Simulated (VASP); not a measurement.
A convergence study with VASP on Mg₂Ge (antifluorite): a few settings are varied, all else stays as given below, so the limit is that of these other settings. The cell's lengths are 1 % over those of the tabulated start and one atom is moved, so it is off equilibrium.

```yaml
crystal:
  lattice:
    - [0.00000, 3.22695, 3.22695]
    - [3.22695, 0.00000, 3.22695]
    - [3.22695, 3.22695, 0.00000]
  atoms:
    - { symbol: Mg, position: [0.25000, 0.25000, 0.25000] }
    - { symbol: Mg, position: [0.75000, 0.75000, 0.75000] }
    - { symbol: Ge, position: [0.99061, 0.00939, 0.00939] }
```

Computed with PBE GGA, VASP's PBE PAW potentials (set 64) (plane waves; VASP). The last row used: 900 eV cut-off, 5×5×5 Γ-centred mesh, Gaussian smearing of 0.050 eV, potentials Mg Ge_h.

Gaps are read on the run's mesh, which can miss a band edge. Energies of different potentials or hybrids have different zeros.

| setting | E (eV/atom) | pressure (GPa) | gap on the mesh (eV) | plane waves |
|---|---|---|---|---|
| ENCUT = 300, POTCAR Mg Ge_d | -2.7603 | -1.43 | 0.416 | 821 |
| ENCUT = 400, POTCAR Mg Ge_d | -2.7613 | -1.04 | 0.417 | 1243 |
| ENCUT = 520, POTCAR Mg Ge_d | -2.7614 | -0.94 | 0.416 | 1832 |
| ENCUT = 700, POTCAR Mg Ge_d | -2.7614 | -0.93 | 0.416 | 2842 |
| ENCUT = 900, POTCAR Mg Ge_d | -2.7615 | -0.92 | 0.416 | 4149 |
| ENCUT = 300, POTCAR Mg_pv Ge_d | -2.4625 | -50.08 | 0.411 | 821 |
| ENCUT = 400, POTCAR Mg_pv Ge_d | -2.7499 | -4.29 | 0.417 | 1243 |
| ENCUT = 520, POTCAR Mg_pv Ge_d | [?] | -0.87 | 0.417 | 1832 |
| ENCUT = 700, POTCAR Mg_pv Ge_d | -2.7588 | -0.99 | 0.417 | 2842 |
| ENCUT = 900, POTCAR Mg_pv Ge_d | [?] | [?] | 0.417 | 4149 |
| ENCUT = 300, POTCAR Mg_sv Ge_d | -2.9080 | -154.60 | 0.315 | 821 |
| ENCUT = 400, POTCAR Mg_sv Ge_d | -2.7495 | -29.49 | 0.402 | 1243 |
| ENCUT = 700, POTCAR Mg_sv Ge_d | -2.7703 | -1.26 | 0.417 | 2842 |
| ENCUT = 900, POTCAR Mg_sv Ge_d | -2.7648 | -0.87 | 0.418 | 4149 |
| ENCUT = 300, POTCAR Mg Ge | -2.7513 | -0.72 | 0.405 | 821 |
| ENCUT = 400, POTCAR Mg Ge | -2.7518 | -0.71 | 0.405 | 1243 |
| ENCUT = 520, POTCAR Mg Ge | -2.7519 | -0.71 | 0.405 | 1832 |
| ENCUT = 700, POTCAR Mg Ge | -2.7520 | -0.71 | 0.405 | 2842 |
| ENCUT = 900, POTCAR Mg Ge | -2.7520 | -0.71 | 0.405 | 4149 |
| ENCUT = 300, POTCAR Mg Ge_h | -2.5654 | -31.08 | 0.407 | 821 |
| ENCUT = 400, POTCAR Mg Ge_h | -2.7579 | -1.80 | 0.418 | 1243 |
| ENCUT = 520, POTCAR Mg Ge_h | -2.7595 | -1.12 | 0.418 | 1832 |
| ENCUT = 700, POTCAR Mg Ge_h | -2.7593 | -0.94 | 0.418 | 2842 |
| ENCUT = 900, POTCAR Mg Ge_h | -2.7593 | -0.94 | 0.418 | 4149 |

### Question
Fill in the missing entries.

### Answer

- ENCUT = 520, POTCAR Mg_pv Ge_d, E (eV/atom): -2.7584
- ENCUT = 900, POTCAR Mg_pv Ge_d, E (eV/atom): -2.7592
- ENCUT = 900, POTCAR Mg_pv Ge_d, pressure (GPa): -0.77

Left out are rungs that failed or repeat a setting and relaxations that didn't move; long series are thinned to 24 rows.

The compound is Mg2Ge in the antifluorite structure. The cell was not relaxed at this level, it is distorted from the ideal structure.
